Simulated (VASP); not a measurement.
CdO (space group Fm-3m): computed properties

These are LDA (Ceperley-Alder, Perdew-Zunger), VASP's LDA PAW potentials (set 64) (plane waves; VASP) values and carry that method's errors.

```
Item                                                                   Value
----------------------------------  ----------------------------------------
space group                                                      Fm-3m (225)
cell                                 a = b = c = 4.655 Å, α = β = γ = 90.00°
volume per atom                                                12.61 Å³/atom
band gap (over mesh and band path)  none (metal, semimetal or under 0.01 eV)
Hill bulk modulus                                                    163 GPa
Hill shear modulus                                                  523 kbar
Poisson's ratio                                                        0.355
band gap with spin-orbit coupling                            none (metallic)
density                                                           8.46 g/cm³
optical Γ-point spectrum                                       274 (×3) cm⁻¹
C11                                                                  242 GPa
C12                                                                  124 GPa
C44                                                                 48.3 GPa
```

CdO is taken in the cubic space group Fm-3m (No. 225), the rock salt structure, Pearson symbol cF8. Lattice parameters: a = b = c = 4.6546 Å, α = β = γ = 90.00°. Cd on 4a sees 6 O at 2.327 Å (octahedral). O on 4b has 6 Cd at 2.327 Å (octahedral). (Neighbours: up to the widest gap in distance over summed covalent radii, below 1.35, at either atom; cation-cation and far metal-metal contacts left out.)
(The calculation used a cell of 2 atoms; values per cell refer to that cell.)

Finite-difference elastic constants of metals are sensitive to mesh and smearing; shear constants can be off by tens of GPa.

The structure comes from a computed database's CdO entry (Fm-3m); how it stands against other phases isn't given here. It was relaxed first. Symmetry was kept, so distortions that lower it aren't found.
